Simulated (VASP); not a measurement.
## Lu2Ge3: Wannier functions by SCDM with BLYP

Crystal: Lu2Ge3.

```xyz
5
Lattice="6.8735 -0.0857 -0.1386 -0.1034 2.1766 3.7261 -0.0493 -2.1862 3.7316" Properties=species:S:1:pos:R:3 pbc="T T T"
Lu    1.8612   -0.0232   -0.0372
Lu    5.0123   -0.0625   -0.1008
Ge   -0.0509   -0.0032    2.4880
Ge    3.3859   -0.0461    2.4154
Ge   -0.1018   -0.0064    4.9706
```

The cell comes from a database or a generator and needn't be the stable form of this composition.

The cell isn't the ideal one: cell strained at random at fixed volume.

```json
{
 "Program": "VASP 6.6.1",
 "Task": "Wannier functions by SCDM",
 "Functional": "BLYP",
 "Potentials or basis": "VASP PAW PBE potentials, release 64 (Lu, Ge_h)",
 "Cutoff": "900 eV",
 "k mesh": "2 × 4 × 4",
 "Occupations": "tetrahedron, uncorrected, width 0.02 eV",
 "Spin": "no spin polarisation",
 "Wannier functions beyond the filled bands": "3",
 "Centre of the SCDM window over the Fermi level (eV)": "1",
 "Width of the SCDM window (eV)": "2",
 "Further INCAR settings": "ADDGRID = True; ALGO = Normal; EDIFF = 1e-06; NBANDS = 58; ISYM = -1"
}
```

```
Band gap along the path : none (metal or under the smearing width)
```

Levels at the corners of the path, in eV from the Fermi level:
```csv
point,band 42,band 43,band 44,band 45,band 46,band 47,band 48,band 49,band 50,band 51
X,-3.16,-3.02,-2.19,-1.80,-0.69,1.46,1.67,2.74,2.91,3.08
Γ,-3.02,-3.00,-0.77,-0.73,-0.21,0.54,0.61,1.11,1.57,1.65
Γ,-3.02,-3.00,-0.77,-0.73,-0.21,0.54,0.61,1.11,1.57,1.65
Y,-2.88,-2.86,-2.01,-0.72,-0.64,-0.13,-0.05,1.45,1.70,1.75
L,-3.35,-2.24,-2.05,-0.73,-0.63,-0.62,2.07,2.11,2.90,3.00
Γ,-3.02,-3.00,-0.77,-0.73,-0.21,0.54,0.61,1.11,1.57,1.65
Γ,-3.02,-3.00,-0.77,-0.73,-0.21,0.54,0.61,1.11,1.57,1.65
Z,-3.34,-2.25,-2.08,-0.75,-0.72,-0.53,2.01,2.18,2.91,2.99
N,-3.31,-2.21,-2.17,-0.81,-0.75,-0.55,2.00,2.20,2.96,3.03
Γ,-3.02,-3.00,-0.77,-0.73,-0.21,0.54,0.61,1.11,1.57,1.65
Γ,-3.02,-3.00,-0.77,-0.73,-0.21,0.54,0.61,1.11,1.57,1.65
M,-3.19,-3.01,-2.18,-1.80,-0.71,1.33,1.80,2.73,2.97,3.08
R,-3.18,-3.05,-2.16,-1.82,-0.77,1.33,1.80,2.77,2.94,3.08
Γ,-3.02,-3.00,-0.77,-0.73,-0.21,0.54,0.61,1.11,1.57,1.65
```

Wall time 16 min on 1 thread of Intel(R) Xeon(R) 6975P-C (Granite Rapids), on a shared host, peak memory 0.92 GiB.

Caveat: the k mesh is coarse (spacing up to 0.46 Å⁻¹), so the values aren't converged; spin-orbit coupling is left out, which moves the levels of the heavy elements.
